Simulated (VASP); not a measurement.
# Al15CoN16 (a cell with a defect) in VASP: a series of runs

One crystal, Al15CoN16 (a cell with a defect), is run at these levels: PBEsol+U; tasks: single point.

Program: VASP 6.6.1. These are calculated values, not measurements. Logs are shortened: lines on timing, memory, paths and dates and some standing lists are left out, and cuts for length are marked.

## Step 1: The crystal as given

The cell holds a defect, 32 atoms: a = 6.220 Å, b = 6.220 Å, c = 9.960 Å, α = 90.00°, β = 90.00°, γ = 120.00°.

## Step 2: Single point, PBEsol+U, collinear spin, zero start

INCAR

```
PREC = Accurate ; ENCUT = 450
EDIFF = 1E-5 ; ISMEAR = 0
SIGMA = 0.03 ; LREAL = Auto
LASPH = True ; NELM = 120
ALGO = Normal ; ISIF = 2
LWAVE = False ; LCHARG = False
ISPIN = 2 ; MAGMOM = 0 0 0 0 0 0 0 0 0 0 0 0 0 0 0 0 0 0 0 0 0 0 0 0 0 0 0 0 0 0 0 0
LORBIT = 11 ; NUPDOWN = 0
LMAXMIX = 4 ; LDAU = True
LDAUTYPE = 2 ; LDAUL = 2 -1 -1
LDAUU = 4 0 0 ; LDAUJ = 0 0 0
LDAUPRINT = 1 ; GGA = PS
ISYM = 0 ; KPAR = 4
```

KPOINTS

```
Automatic mesh
0
Gamma
  4 4 2
```

POSCAR

```
Al15CoN16                               
1.0
    6.2200008610      0.0000000000      0.0000000000
   -3.1100004305      5.3866787572      0.0000000000
    0.0000000000      0.0000000000      9.9600000000
  Co              Al              N             
     1    15    16
Direct
     0.3341517704270011    0.1675337091565167    0.9986268575881685
     0.3333084205418342    0.1669409530537067    0.5008806357173993
     0.3379363147255389    0.6693135799170372    0.0024218680270976
     0.3339510972662337    0.6672380686215328    0.5003196588738066
     0.8339641960547760    0.1667853494807151    0.0019484193520286
     0.8339330870549705    0.1673855103684704    0.5003312334834322
     0.8342314921492290    0.6683784441478363    0.0017895668474089
     0.8342520243798512    0.6671848218070588    0.5001564605361865
     0.1648748101367810    0.3340946711668045    0.2496547545218947
     0.1686994961582306    0.3349962916813758    0.7516404109015153
     0.1653376916738098    0.8314039225744122    0.2493641839637951
     0.1685412995839319    0.8349688506858706    0.7515779124570001
     0.6649173311513612    0.3330972424968844    0.2489071407626827
     0.6687183504741792    0.3347287670578568    0.7509344471382082
     0.6671729768200897    0.8339379434412779    0.2516722080886704
     0.6680690483235984    0.8345314823067134    0.7506633865152035
     0.3277874094302373    0.1642741506264317    0.1902472888702413
     0.3346878730759592    0.1679867412414150    0.6920537909661256
     0.3347035766419281    0.6674185241787787    0.1926567685859928
     0.3345814263270291    0.6680694082177884    0.6914421200053485
     0.8317354611161482    0.1666423547430849    0.1923599254042243
     0.8352970110464106    0.1678571964727196    0.6913888731629833
     0.8320939939190466    0.6662934967801724    0.1922666274869010
     0.8352132861333771    0.6681279868546343    0.6912178275518631
     0.1672672189404861    0.3336686468383359    0.4409577166814423
     0.1670038057008919    0.3386334583756991    0.9435241307608662
     0.1676393802437668    0.8342918830474004    0.4406750349526277
     0.1672322010233522    0.8292054602514415    0.9432608251694683
     0.6656548040765845    0.3331267747808290    0.4404918619409739
     0.6756944291200940    0.3383775572267105    0.9404437720353233
     0.6674764723178163    0.8339956720128683    0.4421431643083005
     0.6693722439654421    0.8350950803876006    0.9415631273428269
```

Potentials or basis: VASP PAW PBE potentials, release 64 (Co, Al, N).

On the command line:

```
> cat potpaw_PBE.64/Co/POTCAR potpaw_PBE.64/Al/POTCAR potpaw_PBE.64/N/POTCAR > POTCAR
> mpirun -np 4 vasp_std > vasp.out
```

OUTCAR:

```text
PREC = Accurate
   ENCUT = 450
   EDIFF = 1E-5
   ISMEAR = 0
   LREAL = Auto
   LASPH = True
   NELM = 120
   ISIF = 2
   ISPIN = 2
   LORBIT = 11
   NUPDOWN = 0
   GGA = PS
   ISYM = 0

 ion  position               nearest neighbor table
   1  0.334  0.168  0.999-  26 1.90  28 1.90  17 1.91  30 1.93  12 3.04  10 3.04  14 3.06  13 3.06
                            11 3.08   9 3.09   7 3.11   5 3.11   3 3.11   3 3.11   5 3.11   7 3.11
   2  0.333  0.167  0.501-  29 1.89  25 1.89  27 1.89  18 1.90  12 3.07  10 3.07  14 3.08  13 3.08
                             9 3.09  11 3.09   8 3.11   6 3.11   4 3.11   4 3.11   6 3.11   8 3.11
   3  0.338  0.669  0.002-  26 1.88  28 1.88  32 1.89  19 1.89  11 3.05  15 3.05   9 3.05  16 3.07
                            10 3.08  12 3.08   5 3.09   7 3.09   1 3.11   1 3.11   7 3.13   5 3.13
   4  0.334  0.667  0.500-  31 1.89  27 1.89  25 1.89  20 1.90  15 3.06   9 3.07  16 3.08  11 3.08
                            10 3.08  12 3.08   8 3.11   6 3.11   2 3.11   2 3.11   6 3.11   8 3.11
   5  0.834  0.167  0.002-  30 1.88  32 1.89  26 1.89  21 1.90   9 3.04  13 3.05  15 3.07  10 3.08
                            16 3.08  14 3.08   3 3.09   7 3.10   1 3.11   1 3.11   7 3.12   3 3.13
   6  0.834  0.167  0.500-  31 1.89  25 1.89  29 1.90  22 1.90  15 3.06   9 3.07  16 3.07  14 3.07
                            10 3.08  13 3.09   2 3.11   8 3.11   4 3.11   4 3.11   8 3.11   2 3.11
   7  0.834  0.668  0.002-  30 1.88  32 1.88  28 1.89  23 1.90  11 3.04  13 3.05  15 3.07  12 3.07
                            16 3.08  14 3.08   3 3.09   5 3.10   1 3.11   1 3.11   5 3.12   3 3.13
   8  0.834  0.667  0.500-  31 1.89  27 1.89  29 1.90  24 1.90  15 3.06  11 3.07  14 3.07  16 3.07
                            13 3.08  12 3.08   2 3.11   6 3.11   4 3.11   4 3.11   6 3.11   2 3.11
   9  0.165  0.334  0.250-  21 1.88  19 1.88  17 1.89  25 1.91   5 3.04   3 3.05   6 3.07   4 3.07
[... 17 lines left out ...]
  19  0.335  0.667  0.193-  11 1.88   9 1.88  15 1.88   3 1.89
  20  0.335  0.668  0.691-  16 1.89  12 1.89  10 1.89   4 1.90
  21  0.832  0.167  0.192-  13 1.88   9 1.88  15 1.89   5 1.90
  22  0.835  0.168  0.691-  16 1.89  14 1.89  10 1.89   6 1.90
[... 8 lines left out ...]
  31  0.667  0.834  0.442-   6 1.89   8 1.89   4 1.89  15 1.90
  32  0.669  0.835  0.942-   7 1.88   5 1.89   3 1.89  16 1.90

IMPORTANT INFORMATION: All symmetrisations will be switched off!
NOSYMM: (Re-)initialisation of all symmetry stuff for point group C_1.

----------------------------------------------------------------------------------------

                                     Primitive cell

  volume of cell :     333.7113

  direct lattice vectors                    reciprocal lattice vectors
     6.220000861  0.000000000  0.000000000     0.160771682  0.092821574  0.000000000
    -3.110000430  5.386678757  0.000000000     0.000000000  0.185643148  0.000000000
     0.000000000  0.000000000  9.960000000     0.000000000  0.000000000  0.100401606

  length of vectors
     6.220000861  6.220000861  9.960000000     0.185643148  0.185643148  0.100401606

  position of ions in fractional coordinates (direct lattice)
     0.334151770  0.167533709  0.998626858
     0.333308421  0.166940953  0.500880636
     0.337936315  0.669313580  0.002421868
     0.333951097  0.667238069  0.500319659
     0.833964196  0.166785349  0.001948419
     0.833933087  0.167385510  0.500331233
[... 24 lines left out ...]
     0.667476472  0.833995672  0.442143164
     0.669372244  0.835095080  0.941563127

  ion indices of the primitive-cell ions
   primitive index   ion index
                 1           1
                 2           2
                 3           3
                 4           4
                 5           5
                 6           6
[... 24 lines left out ...]
                31          31
                32          32

----------------------------------------------------------------------------------------

 KPOINTS: Automatic mesh

Automatic generation of k-mesh.
 Grid dimensions read from file:
 generate k-points for:    4    4    2

[... 90 lines left out ...]
   IVDW    =     0    specifies the selected vdW correction
   LEPSILON=     F    determine dielectric tensor
   LRPA    =     F    only Hartree local field effects (RPA)
 spin polarized calculation
 Gauss-broadening in eV      SIGMA  =   0.03
  energy-cutoff  :      450.00
  volume of cell :      333.71
 maximum number of plane-waves:      7283
 NGX is ok and might be reduce to    48
   NGX = 21   NGY = 21   NGZ = 35

 number of electron     133.9999986 magnetization      -0.0000000

atom =   1  type =  1  l = 2

 onsite density matrix

spin component  1

  0.6955  0.0291 -0.0162  0.1152 -0.0861
  0.0291  0.9250 -0.0080 -0.0095  0.0817
 -0.0162 -0.0080  0.3855 -0.0147 -0.0081
  0.1152 -0.0095 -0.0147  0.9144  0.0287
 -0.0861  0.0817 -0.0081  0.0287  0.7982

spin component  2

  0.6957  0.0292 -0.0159  0.1154 -0.0870
  0.0292  0.9254 -0.0093 -0.0095  0.0814
 -0.0159 -0.0093  0.3863 -0.0140 -0.0091
  0.1154 -0.0095 -0.0140  0.9142  0.0288
 -0.0870  0.0814 -0.0091  0.0288  0.7980

 occupancies and eigenvectors

  o =  0.3841  v =  0.0534  0.0080  0.9980  0.0146  0.0281  0.0000  0.0000  0.0000  0.0000  0.0000      0.0000  0.0000  0.0000  0.0000  0.0000  0.0000  0.0000  0.0000  0.0000  0.0000
  o =  0.3849  v =  0.0000  0.0000  0.0000  0.0000  0.0000  0.0537  0.0099  0.9980  0.0131  0.0303      0.0000  0.0000  0.0000  0.0000  0.0000  0.0000  0.0000  0.0000  0.0000  0.0000
  o =  0.5916  v =  0.0000  0.0000  0.0000  0.0000  0.0000  0.7996 -0.1924 -0.0506 -0.3346  0.4573      0.0000  0.0000  0.0000  0.0000  0.0000  0.0000  0.0000  0.0000  0.0000  0.0000
  o =  0.5924  v =  0.8005 -0.1925 -0.0492 -0.3349  0.4557  0.0000  0.0000  0.0000  0.0000  0.0000      0.0000  0.0000  0.0000  0.0000  0.0000  0.0000  0.0000  0.0000  0.0000  0.0000
  o =  0.8116  v = -0.4351 -0.4171  0.0017  0.2366  0.7621  0.0000  0.0000  0.0000  0.0000  0.0000      0.0000  0.0000  0.0000  0.0000  0.0000  0.0000  0.0000  0.0000  0.0000  0.0000
  o =  0.8123  v =  0.0000  0.0000  0.0000  0.0000  0.0000 -0.4355 -0.4157  0.0013  0.2392  0.7617      0.0000  0.0000  0.0000  0.0000  0.0000  0.0000  0.0000  0.0000  0.0000  0.0000
  o =  0.9645  v = -0.3387 -0.4394  0.0387 -0.8109 -0.1823  0.0000  0.0000  0.0000  0.0000  0.0000      0.0000  0.0000  0.0000  0.0000  0.0000  0.0000  0.0000  0.0000  0.0000  0.0000
  o =  0.9645  v =  0.0000  0.0000  0.0000  0.0000  0.0000 -0.3409 -0.4363  0.0388 -0.8126 -0.1779      0.0000  0.0000  0.0000  0.0000  0.0000  0.0000  0.0000  0.0000  0.0000  0.0000
  o =  0.9661  v =  0.2288 -0.7719 -0.0004  0.4174 -0.4214  0.0000  0.0000  0.0000  0.0000  0.0000      0.0000  0.0000  0.0000  0.0000  0.0000  0.0000  0.0000  0.0000  0.0000  0.0000
  o =  0.9662  v =  0.0000  0.0000  0.0000  0.0000  0.0000  0.2279 -0.7744  0.0028  0.4127 -0.4219      0.0000  0.0000  0.0000  0.0000  0.0000  0.0000  0.0000  0.0000  0.0000  0.0000

 number of electron     133.9999987 magnetization       0.0000000

 Free energy of the ion-electron system (eV)
  ---------------------------------------------------
  ext. energy  EPLUGINS =         0.00000000
  ---------------------------------------------------
  free energy    TOTEN  =      -245.53259524 eV

  energy without entropy =     -245.52619743  energy(sigma->0) =     -245.52939633

 E-fermi :   7.8007     XC(G=0): -11.1742

 val. band max:        7.7982868297   @ k =   0.2500   0.2500   0.0000
 cond. band min:       7.8019608965   @ k =   0.2500   0.0000   0.0000
 fundamental gap:      0.0036740668
 Fermi energy:         7.7995317708

 spin component 1

 k-point     1 :       0.0000    0.0000    0.0000
  band No.  band energies     occupation
      1      -9.1368      1.00000
      2      -8.2718      1.00000
      3      -8.2106      1.00000
      4      -7.1796      1.00000
      5      -7.1759      1.00000
      6      -7.1484      1.00000
[... 1629 lines left out ...]
     78      12.9573      0.00000
     79      13.0222      0.00000
 Fermi energy:         7.8007362765

 spin component 2

 k-point     1 :       0.0000    0.0000    0.0000
  band No.  band energies     occupation
      1      -9.1367      1.00000
      2      -8.2718      1.00000
      3      -8.2106      1.00000
      4      -7.1796      1.00000
      5      -7.1759      1.00000
      6      -7.1483      1.00000
[... 1629 lines left out ...]
     78      12.9573      0.00000
     79      13.0223      0.00000
 [bands above 79 left out]

------------------------ aborting loop because EDIFF is reached ----------------------------------------

  FORCE on cell =-STRESS in cart. coord.  units (eV):
  Direction    XX          YY          ZZ          XY          YZ          ZX
  --------------------------------------------------------------------------------------
  -------------------------------------------------------------------------------------
  Total       -0.6369483      0.6834828     -2.8397609     -1.1472622     -0.2477308     -0.4536331
  in kB       -3.0580454      3.2814613    -13.6339436     -5.5081075     -1.1893776     -2.1779327
  external PRESSURE =      -4.4701759 kB  Pullay stress =       0.0000000 kB

 VOLUME and BASIS-vectors are now :
 -----------------------------------------------------------------------------
  energy-cutoff  :      450.00
  volume of cell :      333.71
      direct lattice vectors                 reciprocal lattice vectors
     6.220000861  0.000000000  0.000000000     0.160771682  0.092821574  0.000000000
    -3.110000430  5.386678757  0.000000000     0.000000000  0.185643148  0.000000000
     0.000000000  0.000000000  9.960000000     0.000000000  0.000000000  0.100401606

 POSITION                                       TOTAL-FORCE (eV/Angst)
 -----------------------------------------------------------------------------------
      1.55739      0.90245      9.94632        -0.171129     -0.102956     -0.264030
      1.55399      0.89926      4.98877         0.012124      0.010733     -0.046996
      0.02040      3.60538      0.02412         0.088730      0.049844      0.126694
      0.00207      3.59420      4.98318         0.016618      0.013126     -0.012705
      4.66856      0.89842      0.01941         0.003792     -0.159417      0.134503
      4.66650      0.90165      4.98330        -0.028445     -0.000118     -0.026569
[... 24 lines left out ...]
      1.55798      4.49247      4.40375         0.007663     -0.000350      0.015526
      1.56635      4.49839      9.37797        -0.014317      0.001622     -0.074041
 -----------------------------------------------------------------------------------
    total drift:                               -0.004860      0.001112     -0.009235

  FREE ENERGIE OF THE ION-ELECTRON SYSTEM (eV)
  ---------------------------------------------------
  free  energy   TOTEN  =      -245.5325952373 eV

  energy  without entropy=     -245.5261974271  energy(sigma->0) =     -245.52939633

 total charge

# of ion       s       p       d       tot
------------------------------------------
    1        0.463   0.566   7.403   8.432
    2        0.369   0.443   0.000   0.812
    3        0.373   0.449   0.000   0.821
    4        0.369   0.442   0.000   0.811
    5        0.372   0.446   0.000   0.818
    6        0.369   0.442   0.000   0.811
[... 24 lines left out ...]
   31        1.223   2.617   0.000   3.841
   32        1.223   2.617   0.000   3.840
--------------------------------------------------
tot         25.634  48.765   7.403  81.802

 magnetization (x)

# of ion       s       p       d       tot
------------------------------------------
    1       -0.000  -0.000  -0.000  -0.000
    2        0.000   0.000   0.000   0.000
    3       -0.000  -0.000   0.000  -0.000
    4        0.000   0.000   0.000   0.000
    5       -0.000  -0.000   0.000  -0.000
    6        0.000   0.000   0.000   0.000
[... 24 lines left out ...]
   31       -0.000  -0.000   0.000  -0.000
   32        0.000   0.000   0.000   0.000
--------------------------------------------------
tot          0.000   0.000  -0.000  -0.000
```

Run time: 27 min. Hardware: 4 MPI ranks of Intel Xeon 6975P-C (Granite Rapids), shared host; peak memory 0.9 GiB.

What came out:

```
Free energy                                           : -245.5326 eV
Largest force                                         : 0.532 eV/Å
Net moment                                            : 0.00 μB per cell
Valence electrons inside the program's atomic spheres : Co 8.43; Al 0.81, 0.82; N 3.78, 3.83, 3.84
```

Forces in eV/Å, atoms in the order of the input:
```
Co  -0.171 -0.103 -0.264
Al   0.012  0.011 -0.047
Al   0.089  0.050  0.127
Al   0.017  0.013 -0.013
Al   0.004 -0.159  0.135
Al  -0.028  0.000 -0.027
Al  -0.128  0.066  0.147
Al  -0.028 -0.020 -0.017
Al   0.011  0.037 -0.089
Al  -0.080  0.048 -0.021
Al   0.019  0.000 -0.065
Al   0.010 -0.099 -0.029
Al  -0.086 -0.067 -0.042
Al   0.032  0.028 -0.179
Al  -0.029 -0.010 -0.036
Al   0.021 -0.003  0.023
N    0.304  0.176 -0.240
N    0.023  0.006  0.107
N   -0.043 -0.014  0.015
N    0.035 -0.004 -0.017
N   -0.004  0.008 -0.027
N   -0.003  0.024  0.012
N    0.007 -0.021 -0.030
N    0.009  0.002  0.026
N    0.012 -0.017  0.029
N    0.150  0.145  0.019
N   -0.023  0.018  0.047
N    0.183  0.054  0.057
N    0.010  0.010  0.069
N   -0.317 -0.181  0.387
N    0.008  0.000  0.016
N   -0.014  0.002 -0.074
```

Eigenvalues of the final occupation matrices:
```csv
site,spin,trace,eigenvalues
site 1 d,1,3.72,0.38 0.59 0.81 0.96 0.97
site 1 d,2,3.72,0.38 0.59 0.81 0.96 0.97
```

Caveat: the cutoff is under 1.25 times the usual one of these potentials, so pressure, stress and relaxed cells hold a basis-set (Pulay) error; the PAW data sets were made with another functional, which shifts forces and pressure a little; the total moment is fixed, so each spin has its own Fermi level.

## Step 3: Single point, PBEsol+U, collinear spin, ferromagnetic start

INCAR, as its differences from that of step 2:

```diff
@@ -6,4 +6,4 @@
 LWAVE = False ; LCHARG = False
-ISPIN = 2 ; MAGMOM = 0 0 0 0 0 0 0 0 0 0 0 0 0 0 0 0 0 0 0 0 0 0 0 0 0 0 0 0 0 0 0 0
-LORBIT = 11 ; NUPDOWN = 0
+ISPIN = 2 ; MAGMOM = 4 0 0 0 0 0 0 0 0 0 0 0 0 0 0 0 0 0 0 0 0 0 0 0 0 0 0 0 0 0 0 0
+LORBIT = 11 ; NUPDOWN = 4
 LMAXMIX = 4 ; LDAU = True
```

KPOINTS

```
Automatic mesh
0
Gamma
  3 3 2
```

POSCAR is that of step 2.

Potentials or basis: VASP PAW PBE potentials, release 64 (Co, Al, N).

On the command line:

```
> cat potpaw_PBE.64/Co/POTCAR potpaw_PBE.64/Al/POTCAR potpaw_PBE.64/N/POTCAR > POTCAR
> mpirun -np 4 vasp_std > vasp.out
```

It took 5 min on 4 MPI ranks of Intel Xeon 6975P-C (Granite Rapids), shared host; peak memory 0.7 GiB.

It converged, with:

| Item | Value |
| --- | --- |
| Free energy | -247.0247 eV |
| Largest force | 0.735 eV/Å |
| Net moment | 4.00 μB per cell |
| Site moments | Co +2.93; Al +0.00, +0.01; N +0.14, +0.01, +0.00, -0.00, +0.15 μB |
| Valence electrons inside the program's atomic spheres | Co 8.24; Al 0.81, 0.82; N 3.80, 3.83, 3.85, 3.84, 3.81 |

Forces in eV/Å, atoms in the order of the input:
```
Co   0.012  0.016 -0.118
Al   0.004  0.007 -0.097
Al   0.008  0.007  0.045
Al  -0.029 -0.014 -0.014
Al   0.013  0.002 -0.001
Al  -0.022  0.042 -0.008
Al   0.012 -0.003  0.014
Al   0.011 -0.035  0.003
Al   0.100 -0.099  0.113
Al  -0.056 -0.033 -0.037
Al  -0.060  0.142  0.128
Al  -0.051 -0.043 -0.041
Al  -0.175 -0.112  0.079
Al   0.033  0.033 -0.114
Al  -0.003  0.003  0.042
Al   0.045  0.009 -0.072
N    0.193  0.125  0.697
N    0.016  0.003  0.020
N   -0.007  0.005 -0.048
N    0.025 -0.010  0.082
N    0.003 -0.015 -0.089
N    0.002  0.005  0.027
N   -0.009 -0.005 -0.094
N   -0.006  0.016  0.036
N   -0.045  0.036  0.035
N   -0.123  0.119 -0.285
N   -0.004 -0.057  0.053
N    0.051 -0.163 -0.283
N    0.064  0.040  0.065
N    0.018 -0.016 -0.146
N   -0.002 -0.005 -0.012
N   -0.018  0.000  0.018
```

Eigenvalues of the final occupation matrices:
| site | spin | trace | eigenvalues |
| --- | --- | --- | --- |
| site 1 d | 1 | 4.97 | 0.98 0.98 1.00 1.00 1.01 |
| site 1 d | 2 | 2.16 | 0.13 0.30 0.31 0.44 0.97 |

Caveat: the k mesh is coarse (spacing up to 0.39 Å⁻¹), so the values aren't converged; the cutoff is under 1.25 times the usual one of these potentials, so pressure, stress and relaxed cells hold a basis-set (Pulay) error; the PAW data sets were made with another functional, which shifts forces and pressure a little; the total moment is fixed, so each spin has its own Fermi level. The state reached can hang on the start; a lower one may exist.
